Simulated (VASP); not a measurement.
Output of a VASP run:

OSZICAR:
```
       N       E                     dE             d eps       ncg     rms          rms(c)
DAV:   1     0.238733641896E+03    0.23873E+03   -0.26343E+04  2440   0.154E+03
DAV:   2    -0.102438169943E+03   -0.34117E+03   -0.33112E+03  3164   0.334E+02
DAV:   3    -0.117041745026E+03   -0.14604E+02   -0.14563E+02  2880   0.749E+01
DAV:   4    -0.117186763370E+03   -0.14502E+00   -0.14484E+00  2880   0.839E+00
DAV:   5    -0.117189159518E+03   -0.23961E-02   -0.23958E-02  2814   0.108E+00    0.176E+01
DAV:   6    -0.979152437383E+02    0.19274E+02   -0.22398E+01  2826   0.245E+01    0.735E+00
DAV:   7    -0.941427015094E+02    0.37725E+01   -0.17421E+00  2868   0.111E+01    0.378E+00
DAV:   8    -0.102346592813E+03   -0.82039E+01   -0.28970E+00  2658   0.101E+01    0.218E+00
DAV:   9    -0.946892535523E+02    0.76573E+01   -0.19809E+00  2442   0.846E+00    0.551E-01
DAV:  10    -0.952131594672E+02   -0.52391E+00   -0.15336E-01  2550   0.327E+00    0.529E-01
DAV:  11    -0.952583042607E+02   -0.45145E-01   -0.76981E-03  2868   0.527E-01    0.325E-01
DAV:  12    -0.954574078796E+02   -0.19910E+00   -0.86541E-02  2442   0.275E+00    0.603E-02
DAV:  13    -0.954623180910E+02   -0.49102E-02   -0.16673E-03  2874   0.311E-01    0.558E-02
DAV:  14    -0.954635354169E+02   -0.12173E-02   -0.23564E-03  2610   0.441E-01    0.821E-02
DAV:  15    -0.954651120741E+02   -0.15767E-02   -0.13192E-03  2598   0.309E-01    0.275E-02
DAV:  16    -0.954651105797E+02    0.14944E-05   -0.61642E-05  2874   0.525E-02    0.169E-02
DAV:  17    -0.954651179138E+02   -0.73341E-05   -0.81760E-06  2862   0.223E-02    0.206E-02
DAV:  18    -0.954651375841E+02   -0.19670E-04   -0.22203E-05  2778   0.335E-02    0.853E-03
DAV:  19    -0.954651474863E+02   -0.99022E-05   -0.16904E-06  2826   0.112E-02    0.332E-03
DAV:  20    -0.954651502918E+02   -0.28055E-05   -0.16625E-06  2760   0.109E-02    0.965E-04
DAV:  21    -0.954651510624E+02   -0.77062E-06   -0.19912E-07  1800   0.425E-03    0.582E-04
DAV:  22    -0.954651513819E+02   -0.31945E-06   -0.97102E-08  1800   0.231E-03    0.291E-04
DAV:  23    -0.954651514610E+02   -0.79162E-07   -0.71272E-08  1704   0.233E-03
   1 F= -.95465151E+02 E0= -.95465151E+02  d E =0.000000E+00
       N       E                     dE             ncg
       N       E                     dE             ncg
```

File OUTCAR:
```
------------------------ aborting loop because EDIFF is reached ----------------------------------------
  FORCE on cell =-STRESS in cart. coord.  units (eV):
  Direction    XX          YY          ZZ          XY          YZ          ZX
  --------------------------------------------------------------------------------------
  Total        0.0329977      0.0329977     -0.0142089      0.0000000     -0.0000000     -0.0000000
  in kB        0.5935196      0.5935197     -0.2555716      0.0000000     -0.0000000     -0.0000000
  external PRESSURE =       0.3104892 kB  Pullay stress =       0.0000000 kB
  volume of cell :       89.08
      direct lattice vectors                 reciprocal lattice vectors
     2.399846284  1.385552073  4.464792561     0.208346678  0.120288995  0.074658190
    -2.399846284  1.385552072  4.464792561    -0.208346678  0.120288995  0.074658190
     0.000000000 -2.771104145  4.464792561     0.000000000 -0.240577990  0.074658190
 POSITION                                       TOTAL-FORCE (eV/Angst)
 -----------------------------------------------------------------------------------
      0.00000      0.00000      0.00000        -0.000000      0.000000     -0.000000
      0.00000      0.00000      6.69719        -0.000000      0.000000     -0.000000
      0.00000      0.00000      9.28610        -0.000000      0.000000     -0.005046
      0.00000      0.00000      4.10828         0.000000      0.000000      0.005046
      0.69116     -1.29815      5.46654         0.008732      0.001669      0.012394
     -0.69116      1.29815      7.92783        -0.008732     -0.001669     -0.012394
      0.77865      1.24764      5.46654        -0.005811      0.006728      0.012394
     -0.77865     -1.24764      7.92783         0.005811     -0.006728     -0.012394
     -1.46981      0.05051      5.46654        -0.002921     -0.008396      0.012394
      1.46981     -0.05051      7.92783         0.002921      0.008396     -0.012394
 -----------------------------------------------------------------------------------
    total drift:                               -0.000000      0.000000      0.000000
  FREE ENERGIE OF THE ION-ELECTRON SYSTEM (eV)
  ---------------------------------------------------
  free  energy   TOTEN  =       -95.4651514610 eV

  energy  without entropy=      -95.4651514610  energy(sigma->0) =      -95.46515146

 total charge

# of ion       s       p       d       tot
------------------------------------------
    1        0.299   0.399   0.000   0.699
    2        0.288   0.380   0.000   0.668
    3        0.318   0.422   0.000   0.740
    4        0.318   0.422   0.000   0.740
    5        1.554   3.666   0.000   5.220
    6        1.554   3.666   0.000   5.220
    7        1.554   3.666   0.000   5.220
    8        1.554   3.666   0.000   5.220
    9        1.554   3.666   0.000   5.220
   10        1.554   3.666   0.000   5.220
--------------------------------------------------
tot         10.550  23.617   0.000  34.166
```
(Selected blocks of OUTCAR.)

POSCAR:
```
Al2O3
1
    2.3998462842     1.3855520730     4.4647925613
   -2.3998462844     1.3855520725     4.4647925613
    0.0000000003    -2.7711041455     4.4647925613
Al O
4 6
Direct
  0.0000000000   0.0000000000   0.0000000000
  0.5000000000   0.5000000000   0.5000000000
  0.6932833755   0.6932833755   0.6932833755
  0.3067166245   0.3067166245   0.3067166245
  0.3959701657   0.1079673210   0.7204292530
  0.6040298343   0.8920326790   0.2795707470
  0.7204292530   0.3959701657   0.1079673210
  0.2795707470   0.6040298343   0.8920326790
  0.1079673210   0.7204292530   0.3959701657
  0.8920326790   0.2795707470   0.6040298343
```

### Question
Write an INCAR and KPOINTS that could have produced this output.

### Answer
Several could match; the one computed here: the input of the run itself, r2SCAN meta-GGA, plane waves, VASP's PBE PAW potentials (set 64).

**INCAR**
```
SYSTEM = Al2O3
PREC = Accurate; ENCUT = 520; LREAL = .FALSE.
LASPH = .TRUE.
EDIFF = 1E-7; NELM = 100; ALGO = Normal
LMIXTAU = .TRUE.
ISMEAR = -5
METAGGA = R2SCAN
ISIF = 2
LWAVE = .FALSE.; LCHARG = .FALSE.; LORBIT = 11
NEDOS = 601
LEFG = .TRUE.
```

**KPOINTS_OPT**
```
k-points along high-symmetry lines
8
Line-mode
Reciprocal
  0.000000   0.000000   0.000000 ! GAMMA
 -0.500000  -0.500000  -0.500000 ! T

 -0.500000  -0.500000  -0.500000 ! T
 -0.500000  -0.230873  -0.769127 ! H_2

 -0.230873   0.230873  -0.500000 ! H_0
  0.000000   0.000000  -0.500000 ! L

  0.000000   0.000000  -0.500000 ! L
  0.000000   0.000000   0.000000 ! GAMMA

  0.000000   0.000000   0.000000 ! GAMMA
  0.000000   0.365437  -0.365437 ! S_0

 -0.365436   0.000000  -0.634564 ! S_2
 -0.500000   0.000000  -0.500000 ! F

 -0.500000   0.000000  -0.500000 ! F
  0.000000   0.000000   0.000000 ! GAMMA
```

**KPOINTS**
```
Automatic mesh
0
Gamma
6 6 6
0 0 0
```

POTCAR, in this order: Al O (PBE.64 set). Program: vasp_std.

The structure comes from a computed database's Al2O3 entry (R-3); how it stands against other phases isn't given here. It was relaxed first.
